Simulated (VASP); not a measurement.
A run of VASP 6.6.1 is set up as follows.

INCAR

```
SYSTEM = C
  ALGO = Normal
  EDIFF = 1E-6
  ENCUT = 520
  ISIF = 2
  ISMEAR = -1
  LASPH = .True.
  LCHARG = .False.
  LMIXTAU = .True.
  LREAL = .False.
  LWAVE = .False.
  METAGGA = SCAN
  NBANDS = 16
  NELM = 100
  PREC = Accurate
  SIGMA = 0.05
```

File KPOINTS:

```
k-points
0
Gamma
  16 16 4
  0 0 0
```

POSCAR

```
C
1.0
    2.4610000000      0.0000000000      0.0000000000
   -1.2305000000      2.1312885187      0.0000000000
    0.0000000000      0.0000000000      6.7080000000
C
4
Direct
    0.0000000000      0.0000000000      0.2500000000
    0.3333333333      0.6666666667      0.2500000000
    0.0000000000      0.0000000000      0.7500000000
    0.6666666667      0.3333333333      0.7500000000
```

Potentials or basis: VASP PAW PBE potentials, release 64 (C).

The run is started by

```bash
$ cat potpaw_PBE.64/C/POTCAR > POTCAR
$ mpirun -np 1 vasp_std > vasp.out
```

Question: Estimate the pressure.

Answer: -2.4 GPa.

Question: What does it give for the band gap on the k mesh?

Answer: 0.59 eV, direct.

Stress tensor (GPa, compression positive):
```
-4.19  0.00  0.00
 0.00 -4.19  0.00
 0.00  0.00  1.15
```

Caveat: the PAW data sets were made with another functional, which shifts forces and pressure a little. SCAN opens gaps a little over a GGA but as a rule still falls short of measured ones.
